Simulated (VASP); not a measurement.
Data:

```xyz
2
Lattice="0.0000 2.6066 2.6066 2.6066 0.0000 2.6066 2.6066 2.6066 0.0000" Properties=species:S:1:pos:R:3 pbc="T T T"
Cu     0.0000     0.0000     0.0000
Cl     1.3033     1.3033     1.3033
```

These are LDA (Ceperley-Alder, Perdew-Zunger), VASP's LDA PAW potentials (set 64) (plane waves; VASP) values and carry that method's errors. Settings: 520 eV cut-off, 10×10×10 Γ-centred mesh, tetrahedra with Blöchl corrections, potentials Cu Cl.

**Question.** Tabulate the total density of states (states/eV per cell) against energy (eV; zero at the valence-band maximum or, without a gap, the Fermi level).

**Answer.** 
```
E (eV) | DOS (states/eV)
    -9.94 |  0.00
    -9.70 |  0.00
    -9.46 |  0.00
    -9.22 |  0.00
    -8.98 |  0.00
    -8.74 |  0.00
    -8.50 |  0.00
    -8.26 |  0.00
    -8.02 |  0.00
    -7.78 |  0.00
    -7.54 |  0.00
    -7.30 |  0.03
    -7.06 | #### 1.90
    -6.82 | ######### 4.45
    -6.58 | ## 0.79
    -6.34 | # 0.53
    -6.10 | #### 1.82
    -5.86 | #### 2.11
    -5.62 | ###### 2.81
    -5.38 | ############################## 15.3
    -5.14 |  0.00
    -4.90 |  0.00
    -4.66 |  0.00
    -4.42 |  0.00
    -4.18 |  0.00
    -3.94 |  0.00
    -3.70 |  0.00
    -3.46 |  0.00
    -3.22 |  0.00
    -2.98 |  0.00
    -2.86 |  0.00
    -2.62 |  0.00
    -2.38 |  0.00
    -2.14 | ############### 7.71
    -1.90 | ######################## 12.5
    -1.66 | ########## 5.04
    -1.42 | ######### 4.70
    -1.18 | ######### 4.36
    -0.94 | ########## 4.87
    -0.70 | ###### 3.24
    -0.46 | ### 1.66
    -0.22 | ## 0.85
     0.02 |  0.03
     0.26 |  0.00
     0.50 |  0.00
     0.74 |  0.00
     0.98 |  0.01
     1.22 |  0.04
     1.46 |  0.06
     1.70 |  0.08
     1.94 |  0.10
     2.18 |  0.13
     2.42 |  0.18
     2.66 |  0.23
     2.90 | # 0.32
     3.14 | # 0.55
     3.38 | ## 0.82
     3.62 | ## 1.04
     3.86 | ## 1.07
     4.10 | ## 1.10
```
Within 2 eV below the valence-band maximum the largest weight inside VASP's projection spheres is Cu d.

The compound is CuCl in the zinc blende structure. It was relaxed first, which changed the volume by -11 %.
